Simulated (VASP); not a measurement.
## Tellurium: how numerical settings change the zone-centre modes

How far do the zone-centre frequencies of Tellurium depend on the numerical settings? The starting structure is a measured crystal structure from the Crystallography Open Database.

Method: Kohn-Sham DFT with plane waves and PAW; LDA, in VASP 6.6.1.

The database entry behind the starting cell differs from later determinations by our own check (inner coordinate of an old entry), so it need not match the best structure at ambient conditions.

## Step 1: The structure

Symmetry: P3_121, No. 152, trigonal system. Conventional cell: a = 4.454 Å, b = 4.454 Å, c = 5.924 Å, α = 90.00°, β = 90.00°, γ = 120.00°. Nearest to Te lie 2 Te at 2.86 Å.

As a file:

```cif
data_structure
_symmetry_space_group_name_H-M 'P 1'
_symmetry_Int_Tables_number 1
_cell_length_a 4.4540
_cell_length_b 4.4540
_cell_length_c 5.9240
_cell_angle_alpha 90.000
_cell_angle_beta 90.000
_cell_angle_gamma 120.000
_cell_volume 101.78
loop_
_atom_site_label
_atom_site_type_symbol
_atom_site_fract_x
_atom_site_fract_y
_atom_site_fract_z
_atom_site_occupancy
Te1 Te 0.73100 0.73100 0.00000 1
Te2 Te 0.00000 0.26900 0.66667 1
Te3 Te 0.26900 0.00000 0.33333 1
```

## Step 2: Reference modes

The cell comes from a relaxation at this level, not shown (93.97 Å³).

Contents of INCAR:

```
SYSTEM = Te
PREC = Accurate
ENCUT = 450
EDIFF = 1E-08
NELM = 100
ISMEAR = 0
SIGMA = 0.03
LREAL = .FALSE.
ALGO = Normal
GGA = CA
NBANDS = 15
LORBIT = 11
LWAVE = .FALSE.
LCHARG = .FALSE.
KPAR = 2
IBRION = 8
LEPSILON = .TRUE.
ISIF = 2
```

Contents of POSCAR:

```
Te
1.0
    4.2763237015      0.0000000000      0.0000000000
   -2.1381618507      3.7034049603      0.0000000000
    0.0000000000      0.0000000000      5.9338143231
Te
3
Direct
    0.7126865078      0.7126865078      0.0000000000
    0.0000000000      0.2873134922      0.6666666667
    0.2873134922      0.0000000000      0.3333333333
```

Contents of KPOINTS:

```
Automatic mesh
0
Gamma
8 8 6
0 0 0
```

The projector-augmented-wave data sets are Te (LDA family, release 64).

Launch:

```
$ mpirun -np 2 vasp_std
```

Output:

```text
[banner, memory and clock lines left out]
running    2 mpi-ranks, on    1 nodes
 distrk:  each k-point on    1 cores,    2 groups
 distr:  one band on    1 cores,    1 groups

 POSCAR found type information on POSCAR Te
 POSCAR found :  1 types and       3 ions
 LDA part: xc-table for (Slater(with rela. corr.)+CA(PZ))
 , standard interpolation
 POSCAR, INCAR and KPOINTS ok, starting setup
 FFT: planning ... GRIDC
 FFT: planning ... GRID_SOFT
 FFT: planning ... GRID
 WAVECAR not read
 entering main loop
       N       E                     dE             d eps       ncg     rms          rms(c)
DAV:   1     0.675929237804E+02    0.67593E+02   -0.60608E+03  1500   0.862E+02
DAV:   2    -0.707449058055E+01   -0.74667E+02   -0.71026E+02  1992   0.137E+02
DAV:   3    -0.113704125649E+02   -0.42959E+01   -0.42648E+01  1794   0.374E+01
DAV:   4    -0.114447813548E+02   -0.74369E-01   -0.74360E-01  2227   0.582E+00
DAV:   5    -0.114457164647E+02   -0.93511E-03   -0.93510E-03  1972   0.549E-01    0.135E+01
DAV:   6    -0.114217079000E+02    0.24009E-01   -0.12196E-02  1871   0.647E-01    0.838E+00
DAV:   7    -0.114125292742E+02    0.91786E-02   -0.25514E-02  1710   0.902E-01    0.255E-01
DAV:   8    -0.114120998329E+02    0.42944E-03   -0.40234E-03  1738   0.370E-01    0.131E-01
DAV:   9    -0.114121106542E+02   -0.10821E-04   -0.11574E-04  2097   0.754E-02    0.701E-02
DAV:  10    -0.114121057477E+02    0.49065E-05   -0.12964E-05  1906   0.221E-02    0.787E-03
DAV:  11    -0.114121054562E+02    0.29147E-06   -0.19054E-06  1977   0.859E-03    0.328E-03
DAV:  12    -0.114121054559E+02    0.33469E-09   -0.29326E-07  1829   0.303E-03    0.176E-03
DAV:  13    -0.114121054594E+02   -0.35329E-08   -0.19841E-08  1535   0.850E-04
   1 F= -.11412105E+02 E0= -.11412105E+02  d E =-.961329E-11
 Linear response reoptimize wavefunctions to high precision
DAV:   1    -0.114121054593E+02    0.15018E-09   -0.64523E-09  1885   0.518E-04
DAV:   2    -0.114121054594E+02   -0.10039E-09   -0.93753E-10  1058   0.192E-04
DAV:   3    -0.114121054594E+02   -0.46612E-11   -0.98161E-11  1009   0.764E-05
 Linear response G [H, r] |phi>, progress :
  Direction:   1
       N       E                     dE             d eps       ncg     rms
 LRF_COMMUTATOR internal error: the vector H(1)-e(1) S(1) |phi(0)> is not orthog
 onal to |phi(0)> (1.126464561435423E-004,-1.440158756138565E-013)
RMM:   1    -0.926117253196E+02   -0.92612E+02    0.23648E+02  3670   0.672E+01
 LRF_COMMUTATOR internal error: the vector H(1)-e(1) S(1) |phi(0)> is not orthog
 onal to |phi(0)> (-1.204018487805537E-004,-1.617135245157719E-013)
 LRF_COMMUTATOR internal error: the vector H(1)-e(1) S(1) |phi(0)> is not orthog
 onal to |phi(0)> (1.204018434146090E-004,-9.396129707628376E-015)
 LRF_COMMUTATOR internal error: the vector H(1)-e(1) S(1) |phi(0)> is not orthog
 onal to |phi(0)> (1.126464561435423E-004,-1.440158756138565E-013)
RMM:   2    -0.855711624820E+02    0.70406E+01   -0.14234E+01  2541   0.200E+01
 LRF_COMMUTATOR internal error: the vector H(1)-e(1) S(1) |phi(0)> is not orthog
 onal to |phi(0)> (-1.204018487518527E-004,-1.922221062877760E-013)
 LRF_COMMUTATOR internal error: the vector H(1)-e(1) S(1) |phi(0)> is not orthog
 onal to |phi(0)> (1.204018432882734E-004,5.310162032312604E-014)
 LRF_COMMUTATOR internal error: the vector H(1)-e(1) S(1) |phi(0)> is not orthog
 onal to |phi(0)> (1.126464561435423E-004,-1.440158756138565E-013)
RMM:   3    -0.857960212383E+02   -0.22486E+00   -0.40788E-01  2521   0.377E+00
RMM:   4    -0.858003053566E+02   -0.42841E-02   -0.18866E-02  2619   0.639E-01
RMM:   5    -0.857999646996E+02    0.34066E-03   -0.38589E-03  2655   0.140E-01
RMM:   6    -0.857996933103E+02    0.27139E-03   -0.54067E-04  2673   0.323E-02
RMM:   7    -0.857996585434E+02    0.34767E-04   -0.15291E-04  2690   0.784E-03
RMM:   8    -0.857996420808E+02    0.16463E-04    0.78092E-05  2776   0.192E-03
RMM:   9    -0.857996430345E+02   -0.95371E-06    0.10048E-04  2773   0.545E-04
RMM:  10    -0.857996419219E+02    0.11126E-05   -0.15219E-05  2253   0.178E-04
RMM:  11    -0.857996426389E+02   -0.71705E-06   -0.23258E-05  1551   0.987E-05
RMM:  12    -0.857996425518E+02    0.87075E-07   -0.14303E-05  1202   0.870E-05
RMM:  13    -0.857996426825E+02   -0.13068E-06   -0.19249E-05  1032   0.862E-05
RMM:  14    -0.857996426718E+02    0.10739E-07   -0.17050E-05   997   0.862E-05
RMM:  15    -0.857996423424E+02    0.32934E-06   -0.93036E-06   966   0.860E-05
 Linear response G [H, r] |phi>, progress :
  Direction:   2
       N       E                     dE             d eps       ncg     rms
 LRF_COMMUTATOR internal error: the vector H(1)-e(1) S(1) |phi(0)> is not orthog
 onal to |phi(0)> (1.043596292394648E-004,-2.034787269233895E-014)
 LRF_COMMUTATOR internal error: the vector H(1)-e(1) S(1) |phi(0)> is not orthog
 onal to |phi(0)> (-1.068078307220497E-004,-4.712343796425822E-014)
 LRF_COMMUTATOR internal error: the vector H(1)-e(1) S(1) |phi(0)> is not orthog
 onal to |phi(0)> (-1.040179217716153E-004,-1.354866739633476E-013)
 LRF_COMMUTATOR internal error: the vector H(1)-e(1) S(1) |phi(0)> is not orthog
 onal to |phi(0)> (1.011950657385016E-004,5.179905983310196E-014)
 LRF_COMMUTATOR internal error: the vector H(1)-e(1) S(1) |phi(0)> is not orthog
 onal to |phi(0)> (1.049616928644817E-004,2.689526119176167E-014)
[...]
RMM:  11    -0.233276581185E+02   -0.20666E-04   -0.73974E-06  6176   0.544E-04    0.307E-04
RMM:  12    -0.233276724316E+02   -0.14313E-04   -0.38286E-06  5868   0.192E-04    0.953E-05
RMM:  13    -0.233276680673E+02    0.43643E-05    0.13042E-06  3575   0.566E-05    0.511E-05
RMM:  14    -0.233276682293E+02   -0.16200E-06    0.91378E-08  1703   0.470E-05    0.895E-06
 change of polarisation eV/A/(eV/A) component  1 :    45.219     3.565    24.146
 dielectric tensor                  component  1 :    88.073     6.865    46.495
 Linear response to external field, progress :
  Direction:   2
       N       E                     dE             d eps       ncg     rms          rms(c)
RMM:   1    -0.200685503849E+02   -0.20069E+02   -0.16682E+02 13163   0.616E+00
RMM:   2    -0.244386478170E+02   -0.43701E+01   -0.16814E-01  9653   0.144E+00    0.178E+01
RMM:   3    -0.229171238367E+02    0.15215E+01   -0.26080E+00  9387   0.602E+00    0.121E+01
RMM:   4    -0.230254976447E+02   -0.10837E+00   -0.11143E-01  9602   0.162E+00    0.609E+00
RMM:   5    -0.233235461392E+02   -0.29805E+00   -0.47192E-02  9742   0.111E+00    0.291E-01
RMM:   6    -0.233232688107E+02    0.27733E-03   -0.33227E-03  9947   0.288E-01    0.982E-02
RMM:   7    -0.233224580076E+02    0.81080E-03   -0.38712E-04 10219   0.635E-02    0.389E-02
RMM:   8    -0.233270770325E+02   -0.46190E-02   -0.47980E-04 10061   0.240E-02    0.107E-02
RMM:   9    -0.233273945533E+02   -0.31752E-03   -0.24384E-04 10490   0.537E-03    0.276E-03
RMM:  10    -0.233278722258E+02   -0.47767E-03   -0.75068E-05 10260   0.209E-03    0.583E-04
RMM:  11    -0.233279009905E+02   -0.28765E-04   -0.15474E-05 10656   0.554E-04    0.291E-04
RMM:  12    -0.233279144731E+02   -0.13483E-04   -0.35663E-06 10206   0.197E-04    0.875E-05
RMM:  13    -0.233279095521E+02    0.49209E-05   -0.14841E-06  6451   0.587E-05    0.524E-05
RMM:  14    -0.233279093844E+02    0.16778E-06    0.35869E-07  2864   0.469E-05    0.780E-06
 change of polarisation eV/A/(eV/A) component  2 :     0.002    45.220    -0.090
 dielectric tensor                  component  2 :     0.003    88.075    -0.174
 Linear response to external field, progress :
  Direction:   3
       N       E                     dE             d eps       ncg     rms          rms(c)
RMM:   1    -0.397428517541E+02   -0.39743E+02   -0.34420E+02  4653   0.705E+00
RMM:   2    -0.513876947358E+02   -0.11645E+02   -0.26228E-01  3364   0.170E+00    0.802E+00
RMM:   3    -0.506519010810E+02    0.73579E+00   -0.54518E-01  3329   0.368E+00    0.434E+00
RMM:   4    -0.512738820513E+02   -0.62198E+00   -0.59529E-01  3294   0.376E+00    0.576E-01
RMM:   5    -0.513735287798E+02   -0.99647E-01   -0.25609E-02  3384   0.909E-01    0.379E-01
RMM:   6    -0.514269082118E+02   -0.53379E-01   -0.17362E-03  3447   0.222E-01    0.224E-01
RMM:   7    -0.514344625222E+02   -0.75543E-02   -0.36197E-04  3518   0.504E-02    0.110E-01
RMM:   8    -0.514382705747E+02   -0.38081E-02   -0.87600E-05  3520   0.169E-02    0.370E-02
RMM:   9    -0.514383882332E+02   -0.11766E-03   -0.46751E-04  3609   0.468E-03    0.974E-03
RMM:  10    -0.514385507884E+02   -0.16256E-03   -0.10349E-04  3537   0.178E-03    0.388E-03
RMM:  11    -0.514385531197E+02   -0.23313E-05   -0.17072E-05  3626   0.492E-04    0.485E-04
RMM:  12    -0.514385503012E+02    0.28185E-05   -0.22924E-05  3614   0.175E-04    0.206E-04
RMM:  13    -0.514385501758E+02    0.12542E-06   -0.74226E-06  1950   0.555E-05    0.516E-05
RMM:  14    -0.514385500121E+02    0.16370E-06   -0.29732E-07   914   0.428E-05    0.266E-05
RMM:  15    -0.514385503137E+02   -0.30164E-06   -0.74946E-07   817   0.433E-05    0.516E-06
 change of polarisation eV/A/(eV/A) component  3 :    30.746    -2.272   100.104
 dielectric tensor                  component  3 :    59.204    -4.375   193.758
 Linear response DOF=           2
 Linear response progress:
  Degree of freedom:   1/  2
       N       E                     dE             d eps       ncg     rms          rms(c)
RMM:   1    -0.478535960308E-01   -0.47854E-01    0.29022E-02 13585   0.106E+00
RMM:   2    -0.462787046051E-01    0.15749E-02   -0.24282E-03  9226   0.282E-01    0.818E-02
RMM:   3    -0.461670273772E-01    0.11168E-03   -0.10120E-04  9735   0.617E-02    0.552E-02
RMM:   4    -0.460897994557E-01    0.77228E-04   -0.29714E-05  9949   0.266E-02    0.149E-02
RMM:   5    -0.460918280207E-01   -0.20286E-05   -0.69794E-07 10034   0.610E-03    0.745E-03
RMM:   6    -0.460990749838E-01   -0.72470E-05   -0.25739E-07  9875   0.227E-03    0.876E-04
RMM:   7    -0.460988668781E-01    0.20811E-06   -0.35030E-08 10232   0.561E-04    0.511E-04
RMM:   8    -0.460983017542E-01    0.56512E-06   -0.68085E-08 10258   0.206E-04    0.129E-04
RMM:   9    -0.460983598468E-01   -0.58093E-07   -0.53720E-08 10511   0.468E-05    0.591E-05
RMM:  10    -0.460983677019E-01   -0.78551E-08    0.19428E-09 10346   0.197E-05    0.144E-05
 first order change of Fermi-energy   0.16445E+00
 force on displaced ion       1 direction 1 :  -2.367  -0.092  -0.314
 Born effective charge ion    1 direction 1 :  -2.054   3.426   5.008
 Linear response progress:
  Degree of freedom:   2/  2
       N       E                     dE             d eps       ncg     rms          rms(c)
RMM:   1    -0.590527910315E-01   -0.59053E-01    0.41444E-02 14319   0.108E+00
RMM:   2    -0.559686014971E-01    0.30842E-02   -0.29547E-03  9276   0.308E-01    0.252E-01
RMM:   3    -0.557012153810E-01    0.26739E-03   -0.54408E-04  9659   0.979E-02    0.172E-01
RMM:   4    -0.556572704372E-01    0.43945E-04   -0.14343E-05  9792   0.254E-02    0.869E-02
RMM:   5    -0.556438190355E-01    0.13451E-04   -0.76588E-06 10039   0.136E-02    0.398E-03
RMM:   6    -0.556467147121E-01   -0.28957E-05    0.59138E-07 10074   0.310E-03    0.263E-03
RMM:   7    -0.556491433293E-01   -0.24286E-05    0.26284E-07 10185   0.113E-03    0.484E-04
RMM:   8    -0.556489973030E-01    0.14603E-06   -0.74301E-08 10297   0.312E-04    0.232E-04
RMM:   9    -0.556490992805E-01   -0.10198E-06   -0.19728E-08 10390   0.897E-05    0.558E-05
RMM:  10    -0.556491898201E-01   -0.90540E-07   -0.46348E-09 10483   0.291E-05    0.148E-05
RMM:  11    -0.556491935068E-01   -0.36867E-08    0.93002E-09 10605   0.891E-06    0.261E-06
 first order change of Fermi-energy  -0.14191E-04
 force on displaced ion       1 direction 3 :  -0.311   0.182  -4.922
 Born effective charge ion    1 direction 3 :   4.350  -2.523  -0.196
 Born effective charges drift removed
 Linear response finished
```

Elapsed: 14 min, on 2 MPI ranks of Intel Xeon Platinum 8259CL at 2.50GHz (Skylake/Cascade Lake), shared host; peak memory 1.1 GiB; 29 min of CPU time.

The logs omit lines about the potential files and the build; timing stands in the text.

(Continued in part 2 of 3.)

[Lines on the potential files, build, host, timing and source positions are cut from VASP's logs without a mark.]

[Logs are printed without paths, hosts, clocks, repeated set-up lines and the standing remarks that a program may print on its own settings, such as how far it seeks lower states.]

[Hosts, paths, dates, database ids (printed as entryN), source tags and the programs' standing remarks are cut or masked in the printed files.]
